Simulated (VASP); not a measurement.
Consider the following.

```
O2Si
1.0
    4.18103     0.00000     0.00000
    0.00000     4.18103     0.00000
    0.00000     0.00000     2.64486
Si O
2 4
Direct
  0.00000   0.00000   0.00000
  0.50000   0.50000   0.50000
  0.30749   0.30749   0.00000
  0.80749   0.19251   0.50000
  0.19251   0.80749   0.50000
  0.69251   0.69251   0.00000
```

Method: RPBE GGA, VASP's PBE PAW potentials (set 64) (plane waves; VASP). Run with 520 eV cut-off, 5×5×8 Γ-centred mesh, Gaussian smearing of 0.050 eV, potentials Si O.

Task: The ions and cell shape at fixed volume are relaxed. What does this cell relax into?

Result: 
```
O2Si
1.0
    4.16121     0.00000     0.00000
    0.00000     4.16121     0.00000
    0.00000     0.00000     2.67012
Si O
2 4
Cartesian
  0.00000   0.00000   0.00000
  2.08060   2.08060   1.33506
  1.26883   1.26883   0.00000
  3.34943   0.81177   1.33506
  0.81177   3.34943   1.33506
  2.89238   2.89238   0.00000
```
Space group P4_2/mnm (136), at a tolerance of 0.03 Å.

Task: How much energy does the relaxation gain?

Result: The energy (σ→0) changes by -3.6 meV/atom, in 5 ionic steps.

The compound is SiO2 in the rutile structure, stishovite, a high-pressure form. This cell is one point of a volume scan, at 0.94 of the reference volume. Symmetry was kept, so distortions that lower it aren't found.
